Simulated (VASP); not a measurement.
Elastic constants (GPa) of a crystal from PBEsol GGA, VASP's PBE PAW potentials (set 64) in VASP 6.6.1:

```
      xx     yy    zz     yz     xz     xy
--  ----  -----  ----  -----  -----  -----
xx  42.3   15.1  34.7    0.0   14.0    0.0
yy  15.1   49.4  30.4    0.0  -12.5    0.0
zz  34.7   30.4  95.8    0.0    6.6    0.0
yz   0.0    0.0   0.0   41.0    0.0  -16.7
xz  14.0  -12.5   6.6    0.0   40.2    0.0
xy   0.0    0.0   0.0  -16.7    0.0   18.1
```

Without a dispersion term in the relaxation, distances and binding between the weakly bound layers, chains or molecules are unreliable, and so is what depends on them.

Task: Work out the Voigt, Reuss and Hill moduli, Young's modulus and Poisson's ratio.

Result: All eigenvalues are positive (smallest 9.3 GPa), so the crystal is stable. K_V = (C11+C22+C33+2(C12+C13+C23))/9 = (187.5 + 2×80.2)/9 = 38.7 GPa; G_V = (187.5 − 80.2 + 3×99.3)/15 = 27.0 GPa. From the compliances, K_R = 30.0 GPa and G_R = 15.7 GPa. Hill: K = 34.3 GPa, G = 21.3 GPa, E = 9KG/(3K+G) = 53.0 GPa, ν = (3K−2G)/(2(3K+G)) = 0.243. K/G = 1.61, below Pugh's 1.75; universal anisotropy A^U = 3.91.

Task: With a density of 6.00 g/cm³, what are the mean sound speeds?

Result: v_l = √((K+4G/3)/ρ) = 3.23 km/s and v_t = √(G/ρ) = 1.89 km/s. The crystal is TeSe₂ (space group C2), monoclinic.

The structure comes from a computed database's TeSe2 entry (C2); how it stands against other phases isn't given here. It was relaxed first, which changed the volume by -15 %.
